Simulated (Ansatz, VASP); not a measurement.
# Cross-check of Mo2N between VASP and Ansatz

Wanted: the spread between two codes on one cell, functional and k mesh. The cell is taken from a series of runs on this material, whose earlier steps may have relaxed, scaled, displaced or heated it; both programs get it as it stands.

Main program and level: Ansatz 0.2.0; plane waves, with VASP 6.6.1 beside it; PBEsol, DFT+U.

**1. Starting point**

It takes space group R-3m (No. 166, trigonal). Conventional cell: a = 2.882 Å, b = 2.882 Å, c = 15.006 Å, α = 90.00°, β = 90.00°, γ = 120.00°. Nearest to Mo lie 3 N at 2.15 Å. N has 6 Mo at 2.15 Å nearest. Farther neighbours and most contacts between anions are not listed.

**2. Ansatz: single point, PBEsol, DFT+U**

Ansatz runs on its PAW soft_1 files.

A single point takes one fixed geometry, so differences don't come from the geometry; what else differs is listed under the comparison.

Contents of input.yaml:

```yaml
crystal:
  lattice:
    - [1.4407811828, 0.8318354038, 5.0020960731]
    - [-1.4407811828, 0.8318354038, 5.0020960731]
    - [0.0, -1.6636708075, 5.0020960731]
  atoms:
    - { symbol: Mo, position: [0.24289148, 0.24289148, 0.24289148], spin: 0.9 }
    - { symbol: Mo, position: [0.75710852, 0.75710852, 0.75710852], spin: 0.9 }
    - { symbol: "N", position: [0.0, 0.0, 0.0] }
magnetization:
  spin_polarized: true
  initial_magnetization: 1.8
  spin_locking: { lock_magnetization: hard }
kpoints:
  mp_grid: { grid: [16, 16, 16] }
hamiltonian:
  xc: pbesol
  hubbard:
    projectors: ortho-atomic
    sites: [{ species: Mo, l: d, u_eff: 2.0 }]
  pseudopotentials: { kind: paw, azcp: { folder: soft_1 }, xc_functional: pbe }
scf:
  occupations: { method: fermi_dirac, width: 0.05 }
  max_iter: 120
  convergence: { dr2_threshold: 1.0e-08 }
basis:
  ecutwfc: 420.0
```

Launch:

```
ansatz run input.yaml --threads 1 --pin off --max-ram 2560MiB --backend cpu --events-out ev --progress --plain --runs-dir out
```

Numbers of over 12 decimals in the logs are rounded to 6 here.

What it wrote:

```text
basis.fft_grid_basis auto: the FFT boxes are laid along the combinations [[1, 0, -1], [0, 1, -1], [0, 0, 1]] of the cell's own vectors, 2.882, 2.882 and 5.272 Å long. The dense box has 20×20×36 points. Along the cell's own vectors, as sized, it would have 36×36×36, 3.24 times as many. Of the 12 symmetry operations that the crystal satisfies within crystal.symmetry.tolerance (time reversal apart; of a slab, those that [...]
Engine: ansatz 0.2.0, aarch64-unknown-linux-gnu
Pseudopotentials: kind: paw
Pseudopotential: Mo, paw, valence charge 14, recommended cutoff 420 eV (normal), soft_1/Mo.paw.azcp
Pseudopotential: N, paw, valence charge 5, recommended cutoff 420 eV (normal), soft_1/N.paw.azcp
Functional definition: PBEsol
  exchange = pbesol_x
  correlation = pbesol_c
Crystal: 3 atoms, lattice volume = 35.970 Å³
Basis set: ecut = 420 eV, 695 PW (Γ), FFT grids on a1−a3, a2−a3, a3
Bands: 22, of which v1, the nominal top of the filled ones, is band 17 counted from 1 (16 counted from 0)
Symmetry: 12 space group operations
Space group: R-3m (ITA 166), of the structure as read, at distance tolerance 3.3e-5 Å
Magnetic group: BNS 166.97 (UNI 1327), of the structure as read, at distance tolerance 3.3e-5 Å
k-points: 417 of 4096
Non-local potential: Mo, projectors of the file, l = 0: 3, l = 1: 2, l = 2: 2, l = 3: 1
Non-local potential: N, projectors of the file, l = 0: 2, l = 1: 2, l = 2: 1
PAW form: soft (Blöchl's): semilocal exchange-correlation on the pseudo side does not see the compensation charge
PAW frozen core: Mo, regenerated for the run's functional, and the local potential with it (the file was generated under x = pbe(κ = 0.804, μ = 0.219515), c = pbe(β = 0.066725))
PAW frozen core: N, regenerated for the run's functional, and the local potential with it (the file was generated under x = pbe(κ = 0.804, μ = 0.219515), c = pbe(β = 0.066725))
PAW one-centre angular grid: Mo, 590 points (default); XC on 64 Gauss nodes
PAW one-centre angular grid: N, 110 points (default); XC on 64 Gauss nodes
Initial density: superposition of atomic densities (chi_scale 0.1, normalization cell, long waves kept (reshape's long-wave potential 0.07 eV rms))
Starting moments: Σ|m| = 1.8 μB on 2 of 3 sites
Initial wavefunctions: pseudopotential atomic-orbital guess
Functional: x = pbesol(κ = 0.804, μ = 0.123457), c = pbesol(β = 0.046)
SCF iter   1: F=—  HF=-10170.830874 eV  |F-HF|=—  |Δ(HF+E_count)|=         —  Δρ=7.08e-2 (↑7.08e-2 ↓5.33e-2)  dr2=6.02e0  dr2_m=1.41e-1  M=1.800 μB ∫|m|=1.800 μB  β_m=0.30  ethr=3.10e-3  ⟨swp⟩=5.4  Hψ=75996  notcnv=0
preconditioner: auto → Kerker (q_TF=auto, 2.689 Å⁻¹)  [metal: Δε(μ)=0.010 eV  Ē_g=8.088 eV  σ=0.050 eV  W_gap=0.05  n_scr=16 (ndim 8)  ℏωp=25.5 eV  f_vac=0.000  D(μ)=1.55/eV (n_scr^D=16)]
spin=Collinear: Kerker preconditioning applied to the charge; magnetization (m = ρ↑ − ρ↓) channel mixes plain (no charge-response kernel on spin).
SCF iter   2: F=—  HF=-10169.842774 eV  |F-HF|=—  |Δ(HF+E_count)|=   9.88e-1  Δρ=4.34e-2 (↑4.34e-2 ↓3.39e-2)  dr2=2.38e0  dr2_m=6.87e-2  M=1.800 μB ∫|m|=1.800 μB  β_m=0.50  ethr=3.10e-3  ⟨swp⟩=2.4  Hψ=35088  notcnv=0  defer=424
SCF iter   3: F=—  HF=-10169.260245 eV  |F-HF|=—  |Δ(HF+E_count)|=   5.83e-1  Δρ=1.36e-2 (↑1.29e-2 ↓1.36e-2)  dr2=3.89e-1  dr2_m=5.95e-3  M=1.800 μB ∫|m|=1.800 μB  β_m=0.71  ethr=3.10e-3  ⟨swp⟩=2.5  Hψ=31965  notcnv=0  defer=424
SCF iter   4: F=—  HF=-10169.184236 eV  |F-HF|=—  |Δ(HF+E_count)|=   7.60e-2  Δρ=2.80e-3 (↑2.80e-3 ↓2.24e-3)  dr2=1.73e-2  dr2_m=2.71e-4  M=1.800 μB ∫|m|=1.800 μB  β_m=0.86  ethr=1.18e-3  ⟨swp⟩=2.1  Hψ=30430  notcnv=0  defer=407
SCF iter   5: F=—  HF=-10169.180882 eV  |F-HF|=—  |Δ(HF+E_count)|=   3.35e-3  Δρ=7.03e-4 (↑6.47e-4 ↓7.03e-4)  dr2=9.62e-4  dr2_m=1.71e-5  M=1.800 μB ∫|m|=1.800 μB  β_m=0.93  ethr=5.23e-5  ⟨swp⟩=2.0  Hψ=28512  notcnv=0  defer=408
SCF iter   6: F=—  HF=-10169.180727 eV  |F-HF|=—  |Δ(HF+E_count)|=   1.55e-4  Δρ=1.55e-4 (↑1.55e-4 ↓1.35e-4)  dr2=2.21e-5  dr2_m=5.07e-7  M=1.800 μB ∫|m|=1.800 μB  β_m=0.96  ethr=2.92e-6  ⟨swp⟩=2.1  Hψ=23444  notcnv=0  defer=408
SCF iter   7: F=—  HF=-10169.180725 eV  |F-HF|=—  |Δ(HF+E_count)|=   2.14e-6  Δρ=3.45e-5 (↑2.95e-5 ↓3.45e-5)  dr2=1.33e-6  dr2_m=3.43e-8  M=1.800 μB ∫|m|=1.800 μB  β_m=0.98  ethr=6.70e-8  ⟨swp⟩=2.1  Hψ=25805  notcnv=0  defer=408
SCF iter   8: F=—  HF=-10169.180725 eV  |F-HF|=—  |Δ(HF+E_count)|=   4.62e-8  Δρ=5.49e-6 (↑4.80e-6 ↓5.49e-6)  dr2=1.70e-8  dr2_m=3.36e-9  M=1.800 μB ∫|m|=1.800 μB  β_m=0.99  ethr=4.02e-9  ⟨swp⟩=2.6  Hψ=28438  notcnv=0  defer=408
[...]
Symmetry: 4 space group operations
k-points: 1098 of 4096
Initial density: read from a saved state, or passed on in memory by an earlier SCF of this step, an earlier step, the calling program or the single point that the run made first
Starting moments: Σ|m| = 1.8 μB on 2 of 3 sites; this step starts from the density that it was given
SCF iter   1: F=—  HF=-10167.787154 eV  |F-HF|=—  |Δ(HF+E_count)|=         —  Δρ=1.56e-2 (↑1.47e-2 ↓1.56e-2)  dr2=1.24e-1  dr2_m=7.38e-3  M=1.800 μB ∫|m|=1.800 μB  β_m=0.30  ethr=3.03e-6  ⟨swp⟩=1.0  Hψ=336539  notcnv=0
preconditioner: auto → Kerker (q_TF=auto, 2.689 Å⁻¹)  [metal: Δε(μ)=0.001 eV  Ē_g=7.560 eV  σ=0.050 eV  W_gap=0.00  n_scr=16 (ndim 8)  ℏωp=25.5 eV  f_vac=0.000  D(μ)=1.77/eV (n_scr^D=16)]
spin=Collinear: Kerker preconditioning applied to the charge; magnetization (m = ρ↑ − ρ↓) channel mixes plain (no charge-response kernel on spin).
SCF iter   2: F=—  HF=-10167.767908 eV  |F-HF|=—  |Δ(HF+E_count)|=   1.92e-2  Δρ=1.13e-2 (↑1.03e-2 ↓1.13e-2)  dr2=6.39e-2  dr2_m=4.11e-3  M=1.800 μB ∫|m|=1.800 μB  β_m=0.65  ethr=3.03e-6  ⟨swp⟩=1.0  Hψ=227307  notcnv=0
[...]
preconditioner: auto → Kerker (q_TF=auto, 2.689 Å⁻¹)  [metal: Δε(μ)=0.001 eV  Ē_g=8.079 eV  σ=0.050 eV  W_gap=0.00  n_scr=16 (ndim 8)  ℏωp=25.5 eV  f_vac=0.000  D(μ)=1.75/eV (n_scr^D=16)]
spin=Collinear: Kerker preconditioning applied to the charge; magnetization (m = ρ↑ − ρ↓) channel mixes plain (no charge-response kernel on spin).
[...]
SCF iter   8: F=—  HF=-10167.753794 eV  |F-HF|=—  |Δ(HF+E_count)|=   1.87e-9  Δρ=4.86e-7 (↑4.66e-7 ↓4.86e-7)  dr2=2.97e-10  dr2_m=3.75e-12  M=1.800 μB ∫|m|=1.800 μB  β_m=0.97  ethr=3.03e-11  ⟨swp⟩=2.0  Hψ=93449  notcnv=0
SCF iter   9: F=—  HF=-10167.753794 eV  |F-HF|=—  |Δ(HF+E_count)|=  2.91e-11  Δρ=7.74e-8 (↑7.47e-8 ↓7.74e-8)  dr2=7.53e-12  dr2_m=1.58e-13  M=1.800 μB ∫|m|=1.800 μB  β_m=0.97  ethr=1.00e-12  ⟨swp⟩=1.0  Hψ=123990  notcnv=0
Mixer restart at iter 9: flushing history
SCF iter  10: F=—  HF=-10167.754029 eV  |F-HF|=—  |Δ(HF+E_count)|=         —  Δρ=4.42e-6 (↑4.42e-6 ↓3.74e-6)  dr2=1.87e-8  dr2_m=2.90e-10  M=1.800 μB ∫|m|=1.800 μB  β_m=0.97  ethr=1.00e-12  ⟨swp⟩=3.0  Hψ=112129  notcnv=0
SCF iter  11: F=—  HF=-10169.099869 eV  |F-HF|=—  |Δ(HF+E_count)|=    1.35e0  Δρ=1.13e-2 (↑1.13e-2 ↓1.05e-2)  dr2=6.62e-2  dr2_m=3.19e-3  M=1.800 μB ∫|m|=1.800 μB  β_m=0.02  ethr=1.00e-12  ⟨swp⟩=1.0  Hψ=278198  notcnv=0
SCF iter  12: F=—  HF=-10169.103036 eV  |F-HF|=—  |Δ(HF+E_count)|=   3.17e-3  Δρ=1.11e-2 (↑1.11e-2 ↓1.04e-2)  dr2=6.39e-2  dr2_m=3.10e-3  M=1.800 μB ∫|m|=1.800 μB  β_m=0.02  ethr=1.00e-12  ⟨swp⟩=1.0  Hψ=231442  notcnv=0
SCF iter  13: F=—  HF=-10169.103719 eV  |F-HF|=—  |Δ(HF+E_count)|=   6.84e-4  Δρ=1.08e-2 (↑1.08e-2 ↓1.00e-2)  dr2=6.00e-2  dr2_m=2.93e-3  M=1.800 μB ∫|m|=1.800 μB  β_m=0.04  ethr=1.00e-12  ⟨swp⟩=1.0  Hψ=220820  notcnv=0
SCF iter  14: F=—  HF=-10169.105828 eV  |F-HF|=—  |Δ(HF+E_count)|=   2.11e-3  Δρ=9.78e-3 (↑9.78e-3 ↓9.24e-3)  dr2=4.98e-2  dr2_m=2.52e-3  M=1.800 μB ∫|m|=1.800 μB  β_m=0.06  ethr=1.00e-12  ⟨swp⟩=1.0  Hψ=243465  notcnv=0
SCF iter  15: F=—  HF=-10169.114371 eV  |F-HF|=—  |Δ(HF+E_count)|=   8.54e-3  Δρ=7.44e-3 (↑7.44e-3 ↓7.35e-3)  dr2=3.01e-2  dr2_m=1.76e-3  M=1.800 μB ∫|m|=1.800 μB  β_m=0.28  ethr=1.00e-12  ⟨swp⟩=1.0  Hψ=269054  notcnv=0
SCF iter  16: F=—  HF=-10169.146189 eV  |F-HF|=—  |Δ(HF+E_count)|=   3.18e-2  Δρ=4.31e-3 (↑3.78e-3 ↓4.31e-3)  dr2=8.73e-3  dr2_m=8.34e-4  M=1.800 μB ∫|m|=1.800 μB  β_m=0.86  ethr=1.00e-12  ⟨swp⟩=1.0  Hψ=289165  notcnv=0
SCF converged after 9 iterations
Stability checked in part: among states of this total moment the steps that led to this state did not find it unstable. No probe was made; neither looks for a lower state of another moment (fixed_total_moment; see scf.lower_state_search)
Magnetization: 1.8000 μB (17.4000 up, 15.6000 down)
Absolute magnetization: 1.8001 μB (∫|ρ↑−ρ↓|, with the PAW one-centre terms)
Spin contamination: 0.0067 ħ² per cell (⟨S²⟩ above its minimum at these occupations)
Per-site moments (μB) at R_I (Å): [(0.528035, 0.885654), (0.528035, 0.885654), (0.071154, 0.885654)]
Free energy (F): -10169.180725 eV
Harris-Foulkes:  -10169.180725 eV  (|F-HF|=7.49e-10)
Internal energy: -10169.166257 eV  (E = F + TS)
E sigma→0 (E₀):  -10169.173491 eV
Entropy (-TS):   -0.014468 eV (-4.823 meV/atom)
Fermi energy:    20.564119 (↑ 21.111255, ↓ 20.016983) eV
--- Per-component energies (eV) ---
  E_band       = -79.452811
  E_kinetic    = 974.202823
  E_local      = -1637.698009  (includes V_loc(G=0)·N_el)
  E_nonlocal   = 335.554880
  E_hartree    = 552.250604
  E_xc         = -409.617425
  E_vxc        = -513.867785  (∫ρ·V_xc dr)
  E_hubbard    = 4.728750  (on-site DFT+U / exact-exchange correction)
  E_vhub       = -0.694170  (the Hubbard potential's part of the band-sum identity)
  E_paw        = -6431.586984  (= ΣΔE_a)
  E_vpaw       = -341.453324  (= ΣTr[D̂ρ^β])
  E_aug_tail   = 0.000903  (compensation charges beyond the density's cutoff)
  E_ewald      = -3557.448498
  E_core_change = 0.446699  (= ΣΔE_core)
  E_smearing   = -0.014468  (= −TS)
  E_closure    = 0.000000  (closes the sum)
  Σ components = -10169.180725   (vs F -10169.180725, Δ=0.00e0)
Occupation matrices written to <dir>
```

[end of part 1 of 2]

[Lines on the potential files, build, host, timing and source positions are cut from VASP's logs without a mark.]

[Logs are printed without paths, hosts, clocks, repeated set-up lines and the standing remarks that a program may print on its own settings, such as how far it seeks lower states.]

[Hosts, paths, dates, database ids (printed as entryN), source tags and the programs' standing remarks are cut or masked in the printed files.]
